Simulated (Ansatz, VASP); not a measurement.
# Pb3O4 (Pb3O4 (P4_2/mbc)): VASP beside Ansatz, part 2 of 3

Aim: how closely do two programs agree when they are given the same cell, functional and k mesh? Of the first pair: The structure shown is the start of the Ansatz relaxation below; VASP solves that cell, so the two are compared at the walk's first step.

VASP 6.6.1 and Ansatz 0.2.0.

So far: Starting point; Ansatz: relaxation, PBEsol.

## (3) VASP: single point, PBEsol, start cell, pair 1

Level of this step: PBEsol; plane waves and PAW (Pb_d, O) (VASP).

The same cell, functional, mesh and smearing now go to VASP, with its own data sets.

Lines of VASP's logs that name or quote its potential files are left out, and so is its time.

The input, INCAR:

```
SYSTEM = Pb3O4
PREC = Accurate
ENCUT = 520
EDIFF = 1E-06
NELM = 120
ISMEAR = -1
SIGMA = 0.01
LREAL = .FALSE.
ALGO = Normal
GGA = PS
NBANDS = 156
LORBIT = 11
LWAVE = .FALSE.
LCHARG = .FALSE.
ISIF = 2
LASPH = .TRUE.
GGA_COMPAT = .FALSE.
EFERMI = MIDGAP
KPAR = 4
```

The input, POSCAR:

```
Pb3O4
1.0
    8.8939940000      0.0000000000      0.0000000000
    0.0000000000      8.8939940000      0.0000000000
    0.0000000000      0.0000000000      6.6459690000
Pb O
12 16
Direct
    0.1634489522      0.8555605052      0.5000000000
    0.8555605052      0.8365510478      0.0000000000
    0.1444394948      0.1634489522      0.0000000000
    0.3365510478      0.3555605052      0.5000000000
    0.6444394948      0.3365510478      0.0000000000
    0.0000000000      0.5000000000      0.7500000000
    0.5000000000      0.0000000000      0.2500000000
    0.3555605052      0.6634489522      0.0000000000
    0.0000000000      0.5000000000      0.2500000000
    0.8365510478      0.1444394948      0.5000000000
    0.6634489522      0.6444394948      0.5000000000
    0.5000000000      0.0000000000      0.7500000000
    0.8648553170      0.4057273931      0.5000000000
    0.1714180378      0.3285819622      0.7500000000
    0.9057273931      0.3648553170      0.0000000000
    0.6714180378      0.1714180378      0.2500000000
    0.3285819622      0.8285819622      0.2500000000
    0.1351446830      0.5942726069      0.5000000000
    0.5942726069      0.8648553170      0.0000000000
    0.1714180378      0.3285819622      0.2500000000
    0.3648553170      0.0942726069      0.5000000000
    0.8285819622      0.6714180378      0.7500000000
    0.3285819622      0.8285819622      0.7500000000
    0.0942726069      0.6351446830      0.0000000000
    0.4057273931      0.1351446830      0.0000000000
    0.8285819622      0.6714180378      0.2500000000
    0.6714180378      0.1714180378      0.7500000000
    0.6351446830      0.9057273931      0.5000000000
```

The input, KPOINTS:

```
Automatic mesh
0
Gamma
3 3 4
0 0 0
```

Potentials, in the order of the species: Pb_d and O (PBE family, release 64).

On the command line:

```console
$ mpirun -np 4 vasp_std
```

Numbers of over 12 decimals in the logs are rounded to 6 here.

The log of the run:

```text
[banner, memory and clock lines left out]
running    4 mpi-ranks, on    1 nodes
 distrk:  each k-point on    1 cores,    4 groups
 distr:  one band on    1 cores,    1 groups

 POSCAR found type information on POSCAR PbO
 POSCAR found :  2 types and      28 ions
|                                                                             |
|               ----> ADVICE to this user running VASP <----                  |
|                                                                             |
|     You have a (more or less) 'large supercell' and for larger cells it     |
|     might be more efficient to use real-space projection operators.         |
|     Therefore, try LREAL= Auto in the INCAR file.                           |
|     Mind: For very accurate calculation, you might also keep the            |
|     reciprocal projection scheme (i.e. LREAL=.FALSE.).                      |
|                                                                             |

|                                                                             |
|               ----> ADVICE to this user running VASP <----                  |
|                                                                             |
|     You enforced a specific xc type in the INCAR file but a different       |
|     [... a line on the potential file left out ...]
|     I HOPE YOU KNOW WHAT YOU ARE DOING!                                     |
|                                                                             |

 LDA part: xc-table for (Slater+PW92), standard interpolation
 POSCAR, INCAR and KPOINTS ok, starting setup
 FFT: planning ... GRIDC
 FFT: planning ... GRID_SOFT
 FFT: planning ... GRID
 WAVECAR not read
 entering main loop
       N       E                     dE             d eps       ncg     rms          rms(c)
DAV:   1     0.412484831945E+04    0.41248E+04   -0.12095E+05  2808   0.200E+03
DAV:   2     0.755942009212E+03   -0.33689E+04   -0.32700E+04  2864   0.588E+02
DAV:   3    -0.796204346576E+02   -0.83556E+03   -0.78961E+03  3284   0.303E+02
DAV:   4    -0.183432721575E+03   -0.10381E+03   -0.10176E+03  3808   0.104E+02
DAV:   5    -0.186654931133E+03   -0.32222E+01   -0.31913E+01  3672   0.192E+01    0.285E+01
DAV:   6    -0.160848965157E+03    0.25806E+02   -0.12667E+02  3984   0.474E+01    0.107E+01
DAV:   7    -0.160980763532E+03   -0.13180E+00   -0.14227E+01  3736   0.124E+01    0.639E+00
DAV:   8    -0.160816775287E+03    0.16399E+00   -0.37208E+00  4368   0.763E+00    0.251E+00
DAV:   9    -0.160656211842E+03    0.16056E+00   -0.72644E-01  3928   0.458E+00    0.501E-01
DAV:  10    -0.160668491208E+03   -0.12279E-01   -0.99631E-02  3296   0.948E-01    0.214E-01
DAV:  11    -0.160670898390E+03   -0.24072E-02   -0.50509E-03  4360   0.287E-01    0.708E-02
DAV:  12    -0.160670913909E+03   -0.15519E-04   -0.32930E-04  4032   0.924E-02    0.574E-02
DAV:  13    -0.160670914296E+03   -0.38700E-06   -0.12225E-04  3504   0.518E-02    0.280E-02
DAV:  14    -0.160670908600E+03    0.56961E-05   -0.61483E-05  3960   0.253E-02    0.485E-03
DAV:  15    -0.160670907509E+03    0.10906E-05   -0.70306E-06  2664   0.168E-02    0.254E-03
DAV:  16    -0.160670907902E+03   -0.39312E-06   -0.51405E-07  1856   0.525E-03
   1 F= -.16067091E+03 E0= -.16067091E+03  d E =0.000000E+00
```

OUTCAR, selected parts (step 3):

```text
ion  position               nearest neighbor table
   1  0.163  0.856  0.500-  17 2.23  23 2.23  18 2.34  21 2.78   7 3.66  12 3.66   9 3.86   6 3.86
                            10 3.88   8 4.11   8 4.11
   2  0.856  0.837  0.000-  22 2.23  26 2.23  19 2.34  24 2.78   6 3.66   9 3.66   7 3.86  12 3.86
                             3 3.88  11 4.11  11 4.11
   3  0.144  0.163  0.000-  14 2.23  20 2.23  25 2.34  15 2.78   6 3.66   9 3.66   7 3.86  12 3.86
                             2 3.88   4 4.11   4 4.11
   4  0.337  0.356  0.500-  14 2.23  20 2.23  21 2.34  18 2.78   6 3.66   9 3.66   7 3.86  12 3.86
                            11 3.88   3 4.11   3 4.11
   5  0.644  0.337  0.000-  16 2.23  27 2.23  15 2.34  25 2.78   7 3.66  12 3.66   9 3.86   6 3.86
                             8 3.88  10 4.11  10 4.11
   6  0.000  0.500  0.750-  14 2.16  22 2.16  15 2.22  18 2.22  13 2.22  24 2.22   9 3.32   9 3.32
                            11 3.66   3 3.66   4 3.66   2 3.66   5 3.86   8 3.86   1 3.86  10 3.86
   7  0.500  0.000  0.250-  16 2.16  17 2.16  19 2.22  21 2.22  25 2.22  28 2.22  12 3.32  12 3.32
                             1 3.66   5 3.66   8 3.66  10 3.66   2 3.86   3 3.86   4 3.86  11 3.86
   8  0.356  0.663  0.000-  17 2.23  23 2.23  24 2.34  19 2.78   7 3.66  12 3.66   9 3.86   6 3.86
                             5 3.88   1 4.11   1 4.11
   9  0.000  0.500  0.250-  20 2.16  26 2.16  18 2.22  13 2.22  24 2.22  15 2.22   6 3.32   6 3.32
                            11 3.66   3 3.66   4 3.66   2 3.66   5 3.86   1 3.86   8 3.86  10 3.86
  10  0.837  0.144  0.500-  16 2.23  27 2.23  13 2.34  28 2.78   7 3.66  12 3.66   9 3.86   6 3.86
                             1 3.88   5 4.11   5 4.11
  11  0.663  0.644  0.500-  22 2.23  26 2.23  28 2.34  13 2.78   6 3.66   9 3.66   7 3.86  12 3.86
                             4 3.88   2 4.11   2 4.11
  12  0.500  0.000  0.750-  23 2.16  27 2.16  19 2.22  25 2.22  21 2.22  28 2.22   7 3.32   7 3.32
                            10 3.66   5 3.66   1 3.66   8 3.66  11 3.86   3 3.86   4 3.86   2 3.86
  13  0.865  0.406  0.500-   6 2.22   9 2.22  10 2.34  11 2.78
  14  0.171  0.329  0.750-   6 2.16   4 2.23   3 2.23
  15  0.906  0.365  0.000-   6 2.22   9 2.22   5 2.34   3 2.78
  16  0.671  0.171  0.250-   7 2.16   5 2.23  10 2.23
  17  0.329  0.829  0.250-   7 2.16   1 2.23   8 2.23
  18  0.135  0.594  0.500-   6 2.22   9 2.22   1 2.34   4 2.78
  19  0.594  0.865  0.000-   7 2.22  12 2.22   2 2.34   8 2.78
  20  0.171  0.329  0.250-   9 2.16   4 2.23   3 2.23
  21  0.365  0.094  0.500-   7 2.22  12 2.22   4 2.34   1 2.78
  22  0.829  0.671  0.750-   6 2.16   2 2.23  11 2.23
  23  0.329  0.829  0.750-  12 2.16   8 2.23   1 2.23
  24  0.094  0.635  0.000-   6 2.22   9 2.22   8 2.34   2 2.78
  25  0.406  0.135  0.000-   7 2.22  12 2.22   3 2.34   5 2.78
  26  0.829  0.671  0.250-   9 2.16   2 2.23  11 2.23
  27  0.671  0.171  0.750-  12 2.16  10 2.23   5 2.23
  28  0.635  0.906  0.500-   7 2.22  12 2.22  11 2.34  10 2.78

  LATTYP: Found a simple tetragonal cell.
 ALAT       =     8.8939940000
 C/A-ratio  =     0.7472423525

 Subroutine GETGRP returns: Found 16 space group operations
 (whereof  4 operations were pure point group operations)

The static configuration has the point symmetry C_2h.
 The point group associated with its full space group is D_4h.

 Found      9 irreducible k-points:

   k-points           NKPTS =      9   k-points in BZ     NKDIM =      9   number of bands    NBANDS=    156

   dimension x,y,z NGX =    70 NGY =   70 NGZ =   50
   dimension x,y,z NGXF=   140 NGYF=  140 NGZF=  100

   ENCUT  =  520.0 eV  38.22 Ry    6.18 a.u.  16.54 16.54 12.36*2*pi/ulx,y,z

   NELECT =     264.0000    total number of electrons

 k-points in reciprocal lattice and weights: Automatic mesh
   0.00000000  0.00000000  0.00000000       0.028
   0.33333333  0.00000000  0.00000000       0.111
   0.33333333  0.33333333  0.00000000       0.111
   0.00000000  0.00000000  0.25000000       0.056
   0.33333333  0.00000000  0.25000000       0.222
   0.33333333  0.33333333  0.25000000       0.222
   0.00000000  0.00000000  0.50000000       0.028
   0.33333333  0.00000000  0.50000000       0.111
   0.33333333  0.33333333  0.50000000       0.111

 average (electrostatic) potential at core
       1 -91.7320       2 -91.7320       3 -91.7320       4 -91.7320       5 -91.7320
       6 -91.9436       7 -91.9436       8 -91.7320       9 -91.9436      10 -91.7320
      11 -91.7320      12 -91.9436      13 -70.3319      14 -70.1911      15 -70.3319
      16 -70.1911      17 -70.1911      18 -70.3319      19 -70.3319      20 -70.1911
      21 -70.3319      22 -70.1911      23 -70.1911      24 -70.3319      25 -70.3319
      26 -70.1911      27 -70.1911      28 -70.3319

 E-fermi :   4.3488

 k-point     1 :       0.0000    0.0000    0.0000
  band No.  band energies     occupation
    ...
    128       3.0371      2.00000
    129       3.1272      2.00000
    130       3.1272      2.00000
    131       3.6956      2.00000
    132       3.6956      2.00000
    133       4.9392      0.00000
    134       6.0394      0.00000
    135       6.1041      0.00000
    136       6.3948      0.00000
    137       7.0874      0.00000
    ...

 k-point     2 :       0.3333    0.0000    0.0000
  band No.  band energies     occupation
    ...
    128       2.9671      2.00000
    129       3.1267      2.00000
    130       3.3597      2.00000
    131       3.4684      2.00000
    132       3.7152      2.00000
    133       5.3689      0.00000
    134       5.8807      0.00000
    135       6.2905      0.00000
    136       6.4727      0.00000
    137       6.7368      0.00000
    ...

 k-point     3 :       0.3333    0.3333    0.0000
  band No.  band energies     occupation
    ...
    128       2.9277      2.00000
    129       2.9636      2.00000
    130       3.1688      2.00000
    131       3.6339      2.00000
    132       3.7585      2.00000
    133       5.6287      0.00000
    134       5.8890      0.00000
    135       6.3905      0.00000
    136       6.4916      0.00000
    137       6.6163      0.00000
    ...

  Total       -1.8840588     -1.8840588     -0.3385628      0.0000000     -0.0000000      0.0000000
  in kB       -5.7418660     -5.7418660     -1.0318056      0.0000000     -0.0000000      0.0000000
  external PRESSURE =      -4.1718459 kB  Pullay stress =       0.0000000 kB

  energy-cutoff  :      520.00
  volume of cell :      525.72
      direct lattice vectors                 reciprocal lattice vectors
     8.893994000  0.000000000  0.000000000     0.112435426  0.000000000  0.000000000
     0.000000000  8.893994000  0.000000000     0.000000000  0.112435426  0.000000000
     0.000000000  0.000000000  6.645969000     0.000000000  0.000000000  0.150467148

 POSITION                                       TOTAL-FORCE (eV/Angst)
 -----------------------------------------------------------------------------------
      1.45371      7.60935      3.32298         0.076015     -0.003631      0.000000
      7.60935      7.44028      0.00000        -0.003631     -0.076015     -0.000000
      1.28464      1.45371      0.00000         0.003631      0.076015      0.000000
      2.99328      3.16235      3.32298        -0.076015     -0.003631     -0.000000
      5.73164      2.99328      0.00000         0.003631     -0.076015      0.000000
      0.00000      4.44700      4.98448         0.000000     -0.000000     -0.000000
      4.44700      0.00000      1.66149         0.000000     -0.000000     -0.000000
      3.16235      5.90071      0.00000        -0.003631      0.076015     -0.000000
      0.00000      4.44700      1.66149         0.000000     -0.000000     -0.000000
      7.44028      1.28464      3.32298        -0.076015      0.003631     -0.000000
      5.90071      5.73164      3.32298         0.076015      0.003631      0.000000
      4.44700      0.00000      4.98448         0.000000     -0.000000     -0.000000
      7.69202      3.60854      3.32298        -0.054638     -0.012841     -0.000000
      1.52459      2.92241      4.98448         0.037532     -0.037532      0.000000
      8.05553      3.24502      0.00000        -0.012841     -0.054638     -0.000000
      5.97159      1.52459      1.66149         0.037532      0.037532     -0.000000
      2.92241      7.36940      1.66149        -0.037532     -0.037532      0.000000
      1.20198      5.28546      3.32298         0.054638      0.012841      0.000000
      5.28546      7.69202      0.00000         0.012841     -0.054638      0.000000
      1.52459      2.92241      1.66149         0.037532     -0.037532      0.000000
      3.24502      0.83846      3.32298        -0.054638      0.012841     -0.000000
      7.36940      5.97159      4.98448        -0.037532      0.037532     -0.000000
      2.92241      7.36940      4.98448        -0.037532     -0.037532      0.000000
      0.83846      5.64897      0.00000         0.012841      0.054638      0.000000
      3.60854      1.20198      0.00000        -0.012841      0.054638      0.000000
      7.36940      5.97159      1.66149        -0.037532      0.037532     -0.000000
      5.97159      1.52459      4.98448         0.037532      0.037532     -0.000000
      5.64897      8.05553      3.32298         0.054638     -0.012841      0.000000
 -----------------------------------------------------------------------------------
    total drift:                                0.000000     -0.000000      0.000000

  FREE ENERGIE OF THE ION-ELECTRON SYSTEM (eV)
  ---------------------------------------------------
  free  energy   TOTEN  =      -160.6709079023 eV

  energy  without entropy=     -160.6709079023  energy(sigma->0) =     -160.67090790

 total charge
# of ion       s       p       d       tot
------------------------------------------
    1        1.400   0.585   9.873  11.858
    2        1.400   0.585   9.873  11.858
    3        1.400   0.585   9.873  11.858
    4        1.400   0.585   9.873  11.858
    5        1.400   0.585   9.873  11.858
    6        1.056   0.808  10.030  11.893
    7        1.056   0.808  10.030  11.893
    8        1.400   0.585   9.873  11.858
    9        1.056   0.808  10.030  11.893
   10        1.400   0.585   9.873  11.858
   11        1.400   0.585   9.873  11.858
   12        1.056   0.808  10.030  11.893
   13        1.578   3.347   0.000   4.926
   14        1.573   3.372   0.000   4.946
   15        1.578   3.347   0.000   4.926
   16        1.573   3.372   0.000   4.946
   17        1.573   3.372   0.000   4.946
   18        1.578   3.347   0.000   4.926
   19        1.578   3.347   0.000   4.926
   20        1.573   3.372   0.000   4.946
   21        1.578   3.347   0.000   4.926
   22        1.573   3.372   0.000   4.946
   23        1.573   3.372   0.000   4.946
   24        1.578   3.347   0.000   4.926
   25        1.578   3.347   0.000   4.926
   26        1.573   3.372   0.000   4.946
   27        1.573   3.372   0.000   4.946
   28        1.578   3.347   0.000   4.926
--------------------------------------------------
tot         40.631  61.675 119.104 221.409

[... 3 further parts left out ...]
```

The run ends at a pressure of -0.42 GPa, with forces up to 0.076 eV/Å.

## (4) Differences

Known differences besides the potentials themselves: the cutoff is 420 eV in Ansatz and 520 eV in VASP; Ansatz makes its cores anew for this functional, VASP keeps those of its PBE data sets. Total energies have different zeros and are not compared.

Forces on 7 of the 28 atoms, those with the largest forces and the largest differences (eV/Å; atoms numbered as in POSCAR):

| atom | Ansatz x, y, z | VASP x, y, z |
| --- | --- | --- |
| Pb1 | 0.106, -0.024, 0.000 | 0.076, -0.004, 0.000 |
| Pb2 | -0.024, -0.106, 0.000 | -0.004, -0.076, 0.000 |
| Pb3 | 0.024, 0.106, 0.000 | 0.004, 0.076, 0.000 |
| Pb4 | -0.106, -0.024, 0.000 | -0.076, -0.004, 0.000 |
| Pb5 | 0.024, -0.106, 0.000 | 0.004, -0.076, 0.000 |
| Pb8 | -0.024, 0.106, 0.000 | -0.004, 0.076, 0.000 |
| Pb11 | 0.106, 0.024, 0.000 | 0.076, 0.004, 0.000 |

The forces differ by 14 meV/Å r.m.s., which is 43.1 % of the r.m.s. force of 0.033 eV/Å (both taken over all components).

## (5) Ansatz: relaxation, PBEsol

This run makes the geometry at which the two programs are then compared. The cell compared in this pair holds 520.93 Å³, against 525.72 Å³ for the pair before.

The structure compared here is the end of the Ansatz relaxation.

The input, input.yaml:

```yaml
crystal:
  lattice:
    - [8.893994, 0.0, 0.0]
    - [0.0, 8.893994, 0.0]
    - [0.0, 0.0, 6.6459685]
  atoms:
    - { symbol: Pb, position: [0.16344892, 0.8555605, 0.5] }
    - { symbol: Pb, position: [0.8555605, 0.83655108, 0.0] }
    - { symbol: Pb, position: [0.1444395, 0.16344892, 0.0] }
    - { symbol: Pb, position: [0.33655108, 0.3555605, 0.5] }
    - { symbol: Pb, position: [0.6444395, 0.33655108, 0.0] }
    - { symbol: Pb, position: [0.0, 0.5, 0.75] }
    - { symbol: Pb, position: [0.5, 0.0, 0.25] }
    - { symbol: Pb, position: [0.3555605, 0.66344892, 0.0] }
    - { symbol: Pb, position: [0.0, 0.5, 0.25] }
    - { symbol: Pb, position: [0.83655108, 0.1444395, 0.5] }
    - { symbol: Pb, position: [0.66344892, 0.6444395, 0.5] }
    - { symbol: Pb, position: [0.5, 0.0, 0.75] }
    - { symbol: O, position: [0.86485536, 0.40572737, 0.5] }
    - { symbol: O, position: [0.17141806, 0.32858194, 0.75] }
    - { symbol: O, position: [0.90572737, 0.36485536, 0.0] }
    - { symbol: O, position: [0.67141806, 0.17141806, 0.25] }
    - { symbol: O, position: [0.32858194, 0.82858194, 0.25] }
    - { symbol: O, position: [0.13514464, 0.59427263, 0.5] }
    - { symbol: O, position: [0.59427263, 0.86485536, 0.0] }
    - { symbol: O, position: [0.17141806, 0.32858194, 0.25] }
    - { symbol: O, position: [0.36485536, 0.09427263, 0.5] }
    - { symbol: O, position: [0.82858194, 0.67141806, 0.75] }
    - { symbol: O, position: [0.32858194, 0.82858194, 0.75] }
    - { symbol: O, position: [0.09427263, 0.63514464, 0.0] }
    - { symbol: O, position: [0.40572737, 0.13514464, 0.0] }
    - { symbol: O, position: [0.82858194, 0.67141806, 0.25] }
    - { symbol: O, position: [0.67141806, 0.17141806, 0.75] }
    - { symbol: O, position: [0.63514464, 0.90572737, 0.5] }
basis:
  ecutwfc: 420
  xc_grid: 2
hamiltonian:
  xc: pbesol
kpoints:
  mp_grid: { grid: [3, 3, 4] }
scf:
  occupations: { method: fermi_dirac, width: 0.01 }
  max_iter: 150
output:
  forces: true
  stress: true
relax:
  f_tol: 0.01
  max_steps: 60
  cell: {}
checkpoint:
  write: "../pbesol.run"
  compress: false
  write_wavefunctions: false
  write_every: 100000
```

On the command line:

```console
$ ansatz run input.yaml --threads 4 --pin off --max-ram 5652MiB --backend cpu --events-out ev --progress --plain --runs-dir out
```

The log of the run:

```text
[...]
Crystal: 28 atoms, lattice volume = 525.717 Å³
Basis set: ecut = 420 eV, 10247 PW (Γ), exchange–correlation on 120×120×90 points (8 copies of the dense FFT grid, shifted against one another)
Bands: 160, of which v1, the nominal top of the filled ones, is band 132 counted from 1 (131 counted from 0)
Symmetry: 16 space group operations
[...]
k-points: 9 of 36
[...]
- { symbol: O, position: [0.327932, 0.827932, 0.25] }
    - { symbol: O, position: [0.136958, 0.592984, 0.5] }
    - { symbol: O, position: [0.592984, 0.863042, 0] }
    - { symbol: O, position: [0.172068, 0.327932, 0.25] }
[...]
- { symbol: O, position: [0.407016, 0.136958, 0] }
    - { symbol: O, position: [0.827932, 0.672068, 0.25] }
    - { symbol: O, position: [0.672068, 0.172068, 0.75] }
    - { symbol: O, position: [0.636958, 0.907016, 0.5] }
[key lines of the parts left out:]
SCF converged after 6 iterations
Free energy (F): -150021.230842 eV
Fermi energy:    7.762991 eV
P = ⅓ Tr σ = -0.0312 GPa (-0.312 kbar)
```

[end of part 2 of 3]

[Lines on the potential files, build, host, timing and source positions are cut from VASP's logs without a mark.]

[Logs are printed without paths, hosts, clocks, repeated set-up lines and the standing remarks that a program may print on its own settings, such as how far it seeks lower states.]

[Hosts, paths, dates, database ids (printed as entryN), source tags and the programs' standing remarks are cut or masked in the printed files.]
